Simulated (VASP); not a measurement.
# Gap of Selenium, level by level, part 4 of 7

How does the gap of Selenium depend on the functional? The start is a cell from a database of measured crystal structures.

VASP 6.6.1, plane waves and PAW; the level of theory is named at each step.

Still holding for the runs below: Spin-orbit coupling is off here; it would split degenerate levels.

So far, least gap on mesh and path (eV): step 2 (bands, level LDA, k 4×4×3) 0.913; step 5 (bands, level r2SCAN, k 4×4×3) 1.26; step 6 (bands, level TB-mBJ, k 4×4×3) 1.46; step 7 (bands, level TPSS, k 4×4×3) 1.10; step 8 (bands, level AM05, k 4×4×3) 0.971.

## 10. Bands with HSE06, k 4×4×3

This step: HSE06; plane waves and PAW (Se) (VASP 6.6.1).

HSE06 mixes in a quarter of exact exchange at short range, at far higher cost; in semiconductors this cures much of the gap error, while metals seldom gain.

Contents of INCAR:

```
SYSTEM = Se
PREC = Accurate
ENCUT = 400
EDIFF = 1E-06
NELM = 100
ISMEAR = 0
SIGMA = 0.02
LREAL = .FALSE.
ALGO = Normal
LHFCALC = .TRUE.
AEXX = 0.25
GGA = PE
HFSCREEN = 0.2
LASPH = .TRUE.
NBANDS = 15
PRECFOCK = Fast
LORBIT = 11
LWAVE = .FALSE.
LCHARG = .FALSE.
KPAR = 4
```

Contents of POSCAR:

```
Se
1.0
    4.3662000000      0.0000000000      0.0000000000
   -2.1831000000      3.7812401180      0.0000000000
    0.0000000000      0.0000000000      4.9536000000
Se
3
Direct
    0.2254000000      0.0000000000      0.3333333333
    0.0000000000      0.2254000000      0.6666666667
    0.7746000000      0.7746000000      0.0000000000
```

Contents of KPOINTS:

```
Automatic mesh
0
Gamma
4 4 3
0 0 0
```

Contents of KPOINTS_OPT:

```
Line mode
6
Line-mode
Reciprocal
  0.00000000   0.00000000   0.00000000 GAMMA
  0.50000000   0.00000000   0.00000000 M

  0.50000000   0.00000000   0.00000000 M
  0.33333333   0.33333333   0.00000000 K

  0.33333333   0.33333333   0.00000000 K
  0.00000000   0.00000000   0.00000000 GAMMA

  0.00000000   0.00000000   0.00000000 GAMMA
  0.00000000   0.00000000   0.50000000 A

  0.00000000   0.00000000   0.50000000 A
  0.50000000   0.00000000   0.50000000 L

  0.50000000   0.00000000   0.50000000 L
  0.33333333   0.33333333   0.50000000 H

  0.33333333   0.33333333   0.50000000 H
  0.00000000   0.00000000   0.50000000 A

  0.50000000   0.00000000   0.50000000 L
  0.50000000   0.00000000   0.00000000 M

  0.33333333   0.33333333   0.00000000 K
  0.33333333   0.33333333   0.50000000 H
```

The projector-augmented-wave data sets are Se (PBE family, release 64).

The run starts from files that an earlier step left in the folder.

The run is started by

```
$ mpirun -np 4 vasp_std
```

Numbers of over 12 decimals in the logs are rounded to 6 here.

Output:

```text
[banner, memory and clock lines left out]
running    4 mpi-ranks, on    1 nodes
[...]
LDA part: xc-table for (Slater+PW92), standard interpolation
 found WAVECAR, reading the header
 POSCAR, INCAR and KPOINTS ok, starting setup
[...]
reading WAVECAR
 the WAVECAR file was read successfully
 initial charge from wavefunction
 entering main loop
       N       E                     dE             d eps       ncg     rms          rms(c)
DAV:   1    -0.132854729388E+02   -0.13285E+02   -0.67934E-01   270   0.606E+00    0.204E+00
DAV:   2    -0.132952607756E+02   -0.97878E-02   -0.31469E-02   298   0.105E+00    0.132E+00
DAV:   3    -0.132929310298E+02    0.23297E-02   -0.24106E-03   361   0.292E-01    0.761E-01
DAV:   4    -0.132921427164E+02    0.78831E-03   -0.76902E-04   368   0.175E-01    0.403E-01
DAV:   5    -0.132919153994E+02    0.22732E-03   -0.17619E-04   354   0.877E-02    0.219E-01
DAV:   6    -0.132918464444E+02    0.68955E-04   -0.42458E-05   354   0.442E-02    0.120E-01
DAV:   7    -0.132918261585E+02    0.20286E-04   -0.12850E-05   354   0.246E-02    0.651E-02
DAV:   8    -0.132918209430E+02    0.52155E-05   -0.41532E-06   340   0.141E-02    0.352E-02
DAV:   9    -0.132918199654E+02    0.97764E-06   -0.12558E-06   219   0.813E-03
   1 F= -.13291820E+02 E0= -.13291820E+02  d E =-.240128E-34
 Start KPOINTS_OPT (optional k-point list driver)
k-point batch [1-9\54]
       N       E                     dE             ncg
DAV:   1     0.834491735391E+02   -0.25296E+04      270
DAV:   2    -0.692219351122E+03   -0.77567E+03      340
DAV:   3    -0.774413100259E+03   -0.82194E+02      319
DAV:   4    -0.775691778232E+03   -0.12787E+01      368
DAV:   5    -0.775702008553E+03   -0.10230E-01      340
DAV:   6    -0.775702090873E+03   -0.82321E-04      333
DAV:   7    -0.775702091916E+03   -0.10432E-05      278
DAV:   8    -0.775702091960E+03   -0.44121E-07      254
[...]
k-point batch [46-54\54]
       N       E                     dE             ncg
DAV:   1     0.236516654370E+02   -0.44169E+04      270
DAV:   2    -0.712240538123E+03   -0.73589E+03      340
DAV:   3    -0.787720702605E+03   -0.75480E+02      312
DAV:   4    -0.788987273488E+03   -0.12666E+01      340
DAV:   5    -0.788998443892E+03   -0.11170E-01      361
DAV:   6    -0.788998527210E+03   -0.83318E-04      326
DAV:   7    -0.788998528036E+03   -0.82541E-06      261
```

The job ended after 80 s (4 MPI ranks of Intel Xeon 6975P-C (Granite Rapids), shared host; peak memory 1.1 GiB; 5.3 min of CPU time).

From OUTCAR (step 10):

```text
 POSITION                                       TOTAL-FORCE (eV/Angst)
 -----------------------------------------------------------------------------------
      0.98414      0.00000      1.65120        -0.211376      0.000000      0.000000
     -0.49207      0.85229      3.30240         0.105688     -0.183057     -0.000000
      1.69103      2.92895      0.00000         0.105688      0.183057     -0.000000
 -----------------------------------------------------------------------------------
    total drift:                                0.000001     -0.000001      0.000000

  FREE ENERGIE OF THE ION-ELECTRON SYSTEM (eV)
  ---------------------------------------------------
  free  energy   TOTEN  =       -13.2918199654 eV

  energy  without entropy=      -13.2918199654  energy(sigma->0) =      -13.29181997

[... 1 part as in an earlier step ...]

[... 2 further parts left out ...]
[key lines of the parts left out:]
E-fermi :   1.9672
```

The k-mesh is coarse for exact exchange; levels may shift by about 0.1 eV on a finer one.

Electronic bands along the path, in eV, zero at the valence-band top; v1 is the highest filled band, c1 the lowest empty one:

```tsv
point	v4	v3	v2	v1	c1	c2	c3	c4
Γ	-4.07	-2.40	-2.40	-0.63	2.73	2.73	3.02	7.06
0.60 of the way	-3.96	-2.45	-1.91	-1.09	2.71	2.93	3.98	6.57
M	-3.82	-3.19	-1.98	-1.22	2.72	3.15	5.07	6.08
0.40 of the way	-3.63	-3.17	-2.21	-1.48	2.98	3.55	4.91	6.40
K	-3.13	-3.13	-2.89	-1.89	3.91	3.91	4.65	6.71
0.60 of the way	-3.76	-2.41	-1.81	-1.03	2.78	2.80	3.50	6.73
Γ	-4.07	-2.40	-2.40	-0.63	2.73	2.73	3.02	7.06
0.60 of the way	-3.72	-2.19	-1.73	-1.23	2.12	2.21	2.36	7.45
A	-3.66	-1.82	-1.82	-1.39	1.96	1.96	2.02	7.13
0.60 of the way	-4.35	-2.00	-1.52	-0.82	2.43	2.99	3.63	7.27
L	-4.62	-2.14	-1.57	0.00	2.41	3.50	3.87	7.17
0.60 of the way	-5.19	-1.29	-1.06	-0.06	2.06	3.52	3.73	7.31
H	-5.45	-1.18	-0.29	-0.29	1.78	3.60	3.60	7.51
0.60 of the way	-4.28	-1.65	-1.46	-1.38	2.18	2.80	3.23	7.33
A	-3.66	-1.82	-1.82	-1.39	1.96	1.96	2.02	7.13
jump to L	-4.62	-2.14	-1.57	0.00	2.41	3.50	3.87	7.17
0.40 of the way	-4.15	-2.13	-1.94	-0.67	2.57	3.50	4.23	7.13
M	-3.82	-3.19	-1.98	-1.22	2.72	3.15	5.07	6.08
jump to K	-3.13	-3.13	-2.89	-1.89	3.91	3.91	4.65	6.71
0.40 of the way	-3.90	-3.01	-1.88	-0.94	3.26	4.10	4.21	7.32
H	-5.45	-1.18	-0.29	-0.29	1.78	3.60	3.60	7.51
```

The electronic bands as a text plot (rows in eV, shown from -6.4 to 6.1 only):

```
    5.8 |      ++                                          +
    5.3 |      ++                                          +
    4.8 |     +  ++++                                    ++ +
    4.3 |          + ++                                 +   ++
    3.7 |    +   +++++++++            ++++++++++++     ++   + +++
    3.2 |++++ +++++  ++++ +++       +++++     +++++    + +++ +
    2.7 |++++++++        ++++++     ++ ++         +    +++++  +
    2.2 |                     +++++++++  +++  +++++++++        +
    1.6 |                                   ++                  +
    1.1 |
    0.6 |
    0.1 |                                ****
   -0.4 |**                 *          **   ****       **     ***
   -1.0 |  ******        *** **       *     ******       *** ** *
   -1.5 |        **  ****      *************  **********    *  *
   -2.0 | ******** **  ***** **************        ********* *
   -2.5 |*****    ** **********                          *  * *
   -3.1 |     *********                                   ****
   -3.6 |      ****  *****    ******                 **    **
   -4.1 |******           *******   ***           ***   ***  *
   -4.6 | ****           ***  *       *****     **     *      *
   -5.1 |  ** ****** *****     *****      *** **** ****** ***  *
   -5.7 |    ************           **      **    *      ********
   -6.2 |                             ************     **      **
         Γ      M   K       Γ     A      L   H      A|L   M|K   H
```

The gap is 1.78 eV, indirect, from L to H. Against LDA that is +0.87 eV; this run took 8.3 times the core time, on fewer points of the path.

## 11. Bands with r2SCANh, k 4×4×3

This step: r2SCANh; plane waves and PAW (Se) (VASP 6.6.1).

r2SCANh replaces a tenth of the r2SCAN exchange by exact exchange.

Changes to INCAR since step 10:

```diff
@@ -10,5 +10,4 @@
 LHFCALC = .TRUE.
-AEXX = 0.25
-GGA = PE
-HFSCREEN = 0.2
+AEXX = 0.1
+METAGGA = R2SCAN
 LASPH = .TRUE.
@@ -16,2 +15,3 @@
 PRECFOCK = Fast
+HFRCUT = -1
 LORBIT = 11
```

POSCAR is that of step 10.

KPOINTS is that of step 10.

KPOINTS_OPT is that of step 10.

The run is started by

```
$ mpirun -np 4 vasp_std
```

Output:

```text
[banner, memory and clock lines left out]
running    4 mpi-ranks, on    1 nodes
[...]
[... a notice as in an earlier step ...]

 LDA part: xc-table for (None), standard interpolation
 found WAVECAR, reading the header
 POSCAR, INCAR and KPOINTS ok, starting setup
[...]
HFRCUT set to (new)   9.785969
 reading WAVECAR
 the WAVECAR file was read successfully
 initial charge from wavefunction
 entering main loop
       N       E                     dE             d eps       ncg     rms          rms(c)
DAV:   1    -0.415391552728E+02   -0.41539E+02   -0.54955E-01   270   0.636E+00    0.147E+00
DAV:   2    -0.415446421607E+02   -0.54869E-02   -0.20457E-02   375   0.923E-01    0.889E-01
DAV:   3    -0.415438911123E+02    0.75105E-03   -0.84039E-04   375   0.226E-01    0.512E-01
DAV:   4    -0.415436637894E+02    0.22732E-03   -0.29919E-04   382   0.135E-01    0.281E-01
DAV:   5    -0.415436058721E+02    0.57917E-04   -0.58596E-05   375   0.610E-02    0.159E-01
DAV:   6    -0.415435905111E+02    0.15361E-04   -0.16347E-05   375   0.339E-02    0.899E-02
DAV:   7    -0.415435874265E+02    0.30846E-05   -0.57800E-06   361   0.211E-02    0.507E-02
DAV:   8    -0.415435873639E+02    0.62621E-07   -0.20610E-06   294   0.130E-02
   1 F= -.41543587E+02 E0= -.41543587E+02  d E =-.260014E-27
 Start KPOINTS_OPT (optional k-point list driver)
k-point batch [1-9\54]
       N       E                     dE             ncg
DAV:   1     0.914957712070E+02   -0.25216E+04      270
DAV:   2    -0.701886242683E+03   -0.79338E+03      347
DAV:   3    -0.763525042220E+03   -0.61639E+02      319
DAV:   4    -0.764194466355E+03   -0.66942E+00      368
DAV:   5    -0.764198330256E+03   -0.38639E-02      382
DAV:   6    -0.764198369056E+03   -0.38799E-04      354
DAV:   7    -0.764198369638E+03   -0.58276E-06      299
[...]
k-point batch [46-54\54]
       N       E                     dE             ncg
DAV:   1     0.312782292284E+02   -0.44093E+04      270
DAV:   2    -0.719833798154E+03   -0.75111E+03      354
DAV:   3    -0.776741463353E+03   -0.56908E+02      305
DAV:   4    -0.777406751373E+03   -0.66529E+00      354
DAV:   5    -0.777410816944E+03   -0.40656E-02      368
DAV:   6    -0.777410851422E+03   -0.34478E-04      375
DAV:   7    -0.777410851839E+03   -0.41729E-06      296
```

Wall time 82 s (4 MPI ranks); peak memory 0.7 GiB; 5.4 min of CPU time.

OUTCAR, selected parts (step 11):

```text
 POSITION                                       TOTAL-FORCE (eV/Angst)
 -----------------------------------------------------------------------------------
      0.98414      0.00000      1.65120        -0.164602      0.000000     -0.000000
     -0.49207      0.85229      3.30240         0.082301     -0.142549     -0.000000
      1.69103      2.92895      0.00000         0.082301      0.142549      0.000000
 -----------------------------------------------------------------------------------
    total drift:                               -0.000002     -0.000005      0.000000

  FREE ENERGIE OF THE ION-ELECTRON SYSTEM (eV)
  ---------------------------------------------------
  free  energy   TOTEN  =       -41.5435873639 eV

  energy  without entropy=      -41.5435873639  energy(sigma->0) =      -41.54358736

[... 2 parts as in an earlier step ...]

[... 1 further part left out ...]
[key lines of the parts left out:]
E-fermi :   1.9142
```

The k-mesh is coarse for unscreened exact exchange, which converges slowly with it.

The electronic bands at the labelled points (eV, zero at the valence-band top; v1 is the highest filled band, c1 the lowest empty one):

```tsv
point	v4	v3	v2	v1	c1	c2	c3	c4
Γ	-4.04	-2.33	-2.33	-0.59	2.65	2.65	2.93	7.27
0.60 of the way	-3.91	-2.41	-1.91	-1.06	2.66	2.88	3.91	6.65
M	-3.75	-3.15	-1.97	-1.18	2.68	3.09	4.96	6.16
0.40 of the way	-3.58	-3.13	-2.20	-1.45	2.94	3.48	4.81	6.47
K	-3.08	-3.08	-2.90	-1.85	3.84	3.84	4.55	6.82
0.60 of the way	-3.75	-2.36	-1.79	-0.99	2.74	2.74	3.42	6.84
Γ	-4.04	-2.33	-2.33	-0.59	2.65	2.65	2.93	7.27
0.60 of the way	-3.73	-2.13	-1.69	-1.17	2.09	2.14	2.32	7.60
A	-3.67	-1.75	-1.75	-1.34	1.94	1.94	1.94	7.30
0.60 of the way	-4.32	-1.96	-1.48	-0.82	2.37	2.93	3.54	7.33
L	-4.59	-2.10	-1.54	0.00	2.34	3.45	3.75	7.22
0.60 of the way	-5.12	-1.25	-1.05	-0.06	1.99	3.43	3.63	7.38
H	-5.36	-1.14	-0.29	-0.29	1.72	3.50	3.50	7.60
0.60 of the way	-4.25	-1.62	-1.44	-1.34	2.12	2.73	3.17	7.40
A	-3.67	-1.75	-1.75	-1.34	1.94	1.94	1.94	7.30
jump to L	-4.59	-2.10	-1.54	0.00	2.34	3.45	3.75	7.22
0.40 of the way	-4.12	-2.09	-1.93	-0.68	2.54	3.42	4.15	7.17
M	-3.75	-3.15	-1.97	-1.18	2.68	3.09	4.96	6.16
jump to K	-3.08	-3.08	-2.90	-1.85	3.84	3.84	4.55	6.82
0.40 of the way	-3.86	-2.97	-1.88	-0.94	3.21	4.02	4.12	7.43
H	-5.36	-1.14	-0.29	-0.29	1.72	3.50	3.50	7.60
```

The electronic bands as a text plot (rows in eV, shown from -6.4 to 6.2 only):

```
    5.9 |      ++                                          +
    5.4 |
    4.9 |     +++++                                       ++
    4.3 |          ++++                                 ++  ++
    3.8 |    +    +++++++              ++++++ ++++     +    ++++
    3.3 | +++ +++++  +++++++          +++++++++++++    +++++ + ++
    2.8 |+++++++++     ++++++++     +++           +     ++++  +
    2.2 |                     ++++ +++++++++  +++++++  +       +
    1.7 |                        ++         ++       ++         +
    1.2 |
    0.7 |
    0.2 |                                ***
   -0.4 |*                  *          **   ****       *      ***
   -0.9 | *****          *** **       *      *****      **   * **
   -1.4 |      ****    **      ************** **********  *** **
   -1.9 | ******** ********* **************        ********* *
   -2.5 |*****    ** **********                          *  * *
   -3.0 |     *********                                   ** *
   -3.5 |      ****  *****     ****                  **    **
   -4.0 |******           *******  ***            ***   ***  *
   -4.6 | ***            *** **       *****     ***    *      *
   -5.1 |  ********* *****     ****       *** ****   **** ***  *
   -5.6 |    ************          ***       *    ***    ********
   -6.1 |                             ************     **      **
         Γ      M   K       Γ     A      L   H      A|L   M|K   H
```

The gap is 1.72 eV, indirect, from L to H. Against LDA that is +0.81 eV; this run took 8.5 times the core time, on fewer points of the path.

(Continued in part 5 of 7.)

[Lines on the potential files, build, host, timing and source positions are cut from VASP's logs without a mark.]

[Logs are printed without paths, hosts, clocks, repeated set-up lines and the standing remarks that a program may print on its own settings, such as how far it seeks lower states.]

[Hosts, paths, dates, database ids (printed as entryN), source tags and the programs' standing remarks are cut or masked in the printed files.]

[Measured values are set beside computed ones only where the two were judged alike; some that the calculation misses by far are left out.]
